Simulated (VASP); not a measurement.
These are RPBE GGA, VASP's PBE PAW potentials (set 64) (plane waves; VASP) values and carry that method's errors.

The input files of a VASP run:

INCAR:
```
SYSTEM = SrCl2
PREC = Accurate
ENCUT = 520
EDIFF = 1E-7
NELM = 100
ALGO = Normal
LREAL = .FALSE.
LASPH = .TRUE.
ISMEAR = 0
SIGMA = 0.05
GGA = RP
LMAXMIX = 4
LWAVE = .FALSE.
LCHARG = .FALSE.
ISIF = 2
```

**KPOINTS**
```
Automatic mesh
0
Gamma
6 6 6
0 0 0
```

### POSCAR
```
SrCl2
1
    0.0000000000     3.5191305042     3.5191305042
    3.5191305042     0.0000000000     3.5191305042
    3.5191305042     3.5191305042     0.0000000000
Sr Cl
1 2
Direct
  0.0000000000   0.0000000000   0.0000000000
  0.2500000000   0.2500000000   0.2500000000
  0.7500000000   0.7500000000   0.7500000000
```

POTCAR, in this order: Sr_sv Cl (PBE.64 set). Program: vasp_std.

The run wrote:

### OUTCAR
```
 ion  position               nearest neighbor table
   1  0.000  0.000  0.000-   2 3.05   3 3.05   3 3.05   3 3.05   3 3.05   2 3.05   2 3.05   2 3.05
  LATTYP: Found a face centered cubic cell.
 ALAT       =     7.0382610084
 Subroutine PRICEL returns:
 Original cell was already a primitive cell.
 Subroutine GETGRP returns: Found 48 space group operations
The static configuration has the point symmetry O_h .
The dynamic configuration has the point symmetry O_h .
 Subroutine INISYM returns: Found 48 space group operations
 Subroutine IBZKPT returns following result:
 Found     16 irreducible k-points:

 Following reciprocal coordinates:
            Coordinates               Weight
  0.000000  0.000000  0.000000      1.000000
  0.166667  0.000000  0.000000      8.000000
  0.333333  0.000000  0.000000      8.000000
  0.500000  0.000000  0.000000      4.000000
  0.166667  0.166667  0.000000      6.000000
  0.333333  0.166667  0.000000     24.000000
  0.500000  0.166667  0.000000     24.000000
 -0.333333  0.166667  0.000000     24.000000
 -0.166667  0.166667  0.000000     12.000000
  0.333333  0.333333  0.000000      6.000000
...
```

**OSZICAR**
```
       N       E                     dE             d eps       ncg     rms          rms(c)
DAV:   1     0.154190999985E+03    0.15419E+03   -0.11503E+04   512   0.133E+03
DAV:   2    -0.303589596216E+01   -0.15723E+03   -0.15601E+03   688   0.253E+02
DAV:   3    -0.120440353198E+02   -0.90081E+01   -0.90011E+01   712   0.651E+01
DAV:   4    -0.123428757110E+02   -0.29884E+00   -0.29876E+00   920   0.928E+00
DAV:   5    -0.123447231212E+02   -0.18474E-02   -0.18474E-02   720   0.708E-01    0.118E+01
DAV:   6    -0.120521349489E+02    0.29259E+00   -0.82203E-01   672   0.540E+00    0.776E+00
DAV:   7    -0.120947416716E+02   -0.42607E-01   -0.51554E-01   808   0.475E+00    0.222E+00
DAV:   8    -0.121128548057E+02   -0.18113E-01   -0.69951E-02   608   0.170E+00    0.387E-01
DAV:   9    -0.121153377855E+02   -0.24830E-02   -0.27006E-03   728   0.337E-01    0.152E-01
DAV:  10    -0.121180414402E+02   -0.27037E-02   -0.28677E-03   512   0.407E-01    0.391E-02
DAV:  11    -0.121181222631E+02   -0.80823E-04   -0.13827E-04   768   0.733E-02    0.444E-02
DAV:  12    -0.121181387961E+02   -0.16533E-04   -0.25097E-05   568   0.375E-02    0.140E-02
DAV:  13    -0.121181432350E+02   -0.44389E-05   -0.10597E-05   632   0.249E-02    0.483E-03
DAV:  14    -0.121181432143E+02    0.20697E-07   -0.33840E-07   664   0.489E-03
   1 F= -.12118143E+02 E0= -.12118143E+02  d E =-.369772E-23
```

### OUTCAR
```
------------------------ aborting loop because EDIFF is reached ----------------------------------------
  FORCE on cell =-STRESS in cart. coord.  units (eV):
  Direction    XX          YY          ZZ          XY          YZ          ZX
  --------------------------------------------------------------------------------------
  Total        1.1026536      1.1026536      1.1026536      0.0000000      0.0000000     -0.0000000
  in kB       20.2681255     20.2681255     20.2681255      0.0000000      0.0000000     -0.0000000
  external PRESSURE =      20.2681255 kB  Pullay stress =       0.0000000 kB
  volume of cell :       87.16
      direct lattice vectors                 reciprocal lattice vectors
     0.000000000  3.519130504  3.519130504    -0.142080551  0.142080551  0.142080551
     3.519130504  0.000000000  3.519130504     0.142080551 -0.142080551  0.142080551
     3.519130504  3.519130504  0.000000000     0.142080551  0.142080551 -0.142080551
 POSITION                                       TOTAL-FORCE (eV/Angst)
 -----------------------------------------------------------------------------------
      0.00000      0.00000      0.00000        -0.000000     -0.000000     -0.000000
      1.75957      1.75957      1.75957        -0.000000     -0.000000      0.000000
      5.27870      5.27870      5.27870         0.000000      0.000000      0.000000
 -----------------------------------------------------------------------------------
    total drift:                               -0.000000     -0.000000      0.000000
  FREE ENERGIE OF THE ION-ELECTRON SYSTEM (eV)
  ---------------------------------------------------
  free  energy   TOTEN  =       -12.1181432143 eV

  energy  without entropy=      -12.1181432143  energy(sigma->0) =      -12.11814321
```
(Selected blocks of OUTCAR.)

The compound is SrCl2 in the fluorite structure. This cell is one point of a volume scan, at 0.94 of the reference volume.
